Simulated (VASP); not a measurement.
Method: LDA (Ceperley-Alder, Perdew-Zunger), VASP's LDA PAW potentials (set 64) (plane waves; VASP).

VASP input:

### KPOINTS
```
k-points along high-symmetry lines
10
Line-mode
Reciprocal
  0.000000   0.000000   0.000000 ! GAMMA
  0.500000   0.000000   0.000000 ! M

  0.500000   0.000000   0.000000 ! M
  0.333333   0.333333   0.000000 ! K

  0.333333   0.333333   0.000000 ! K
  0.000000   0.000000   0.000000 ! GAMMA

  0.000000   0.000000   0.000000 ! GAMMA
  0.000000   0.000000   0.500000 ! A

  0.000000   0.000000   0.500000 ! A
  0.500000   0.000000   0.500000 ! L

  0.500000   0.000000   0.500000 ! L
  0.333333   0.333333   0.500000 ! H

  0.333333   0.333333   0.500000 ! H
  0.000000   0.000000   0.500000 ! A

  0.500000   0.000000   0.500000 ! L
  0.500000   0.000000   0.000000 ! M

  0.333333   0.333333   0.500000 ! H
  0.333333   0.333333   0.000000 ! K
```

POSCAR:
```
Zr
1.0
  3.1416746793   0.0000000000   0.0000000000
 -1.5708373396   2.7207696560   0.0000000000
  0.0000000000   0.0000000000   5.0926426611
Zr
2
Direct
  0.3333330000   0.6666670000   0.2500000000
  0.6666670000   0.3333330000   0.7500000000
```

INCAR:
```
SYSTEM = Zr
PREC = Accurate
ENCUT = 400
EDIFF = 1E-7
NELM = 100
ALGO = Normal
LREAL = .FALSE.
LASPH = .TRUE.
ISMEAR = 0
SIGMA = 0.05
LMAXMIX = 4
LWAVE = .FALSE.
LCHARG = .FALSE.
LORBIT = 11
ICHARG = 11
```

POTCAR, in this order: Zr_sv (LDA.64 set). Program: vasp_std. Read from the step before: CHGCAR.

Output of the run:

OSZICAR:
```
       N       E                     dE             d eps       ncg     rms          rms(c)
DAV:   1     0.187647398091E+03    0.18765E+03   -0.12244E+04  2896   0.124E+03
DAV:   2    -0.552032488974E+01   -0.19317E+03   -0.19132E+03  3664   0.381E+02
DAV:   3    -0.183710696406E+02   -0.12851E+02   -0.12786E+02  5496   0.697E+01
DAV:   4    -0.185798597692E+02   -0.20879E+00   -0.20774E+00  3112   0.102E+01
DAV:   5    -0.185855593133E+02   -0.56995E-02   -0.56994E-02  4432   0.113E+00
DAV:   6    -0.185855966160E+02   -0.37303E-04   -0.37303E-04  3336   0.108E-01
DAV:   7    -0.185855974182E+02   -0.80220E-06   -0.80276E-06  4664   0.124E-02
DAV:   8    -0.185855974266E+02   -0.83928E-08   -0.78608E-08  2800   0.145E-03
   1 F= -.18585597E+02 E0= -.18582007E+02  d E =-.718009E-02
```

### OUTCAR
```
 val. band max:        9.6608080032   @ k =   0.3333   0.3333   0.3333

 cond. band min:       9.6790935164   @ k =   0.3333   0.3333   0.2778



 k-point     1 :       0.0000    0.0000    0.0000
  band No.  band energies     occupation
      1     -38.8732      2.00000
      2     -38.6774      2.00000
      3     -17.6601      2.00000
      4     -16.5687      2.00000
      5     -16.5687      2.00000
      6     -16.4356      2.00000
      7     -16.4081      2.00000
      8     -16.4081      2.00000
      9       3.8286      2.00000
     10       6.3421      2.00000
     11      10.4126      0.00000
     12      10.4334      0.00000
     13      10.4334      0.00000
     14      10.9522      0.00000
     15      11.1479      0.00000
     16      11.1479      0.00000

 k-point     2 :       0.0556    0.0000    0.0000
  band No.  band energies     occupation
      1     -38.8683      2.00000
      2     -38.6750      2.00000
      3     -17.6483      2.00000
      4     -16.5971      2.00000
      5     -16.5777      2.00000
      6     -16.4401      2.00000
      7     -16.4374      2.00000
      8     -16.4119      2.00000
      9       3.9246      2.00000
     10       6.4325      2.00000
     11      10.1051      0.00000
     12      10.5226      0.00000
     13      10.6878      0.00000
     14      10.7396      0.00000
     15      11.0602      0.00000
     16      11.2324      0.00000

 k-point     3 :       0.1111    0.0000    0.0000
  band No.  band energies     occupation
      1     -38.8540      2.00000
      2     -38.6684      2.00000
      3     -17.6134      2.00000
      4     -16.6790      2.00000
      5     -16.6032      2.00000
      6     -16.5211      2.00000
      7     -16.4538      2.00000
      8     -16.4233      2.00000
      9       4.2032      2.00000
     10       6.6864      2.00000
     11       9.7199      0.17780
     12      10.2040      0.00000
     13      10.7817      0.00000
     14      10.7873      0.00000
...
```

The density is held fixed in this step, so its total energy and stress have no physical meaning.

The structure comes from a computed database's Zr entry (P6_3/mmc); how it stands against other phases isn't given here. It was relaxed first, which changed the volume by -7 %.
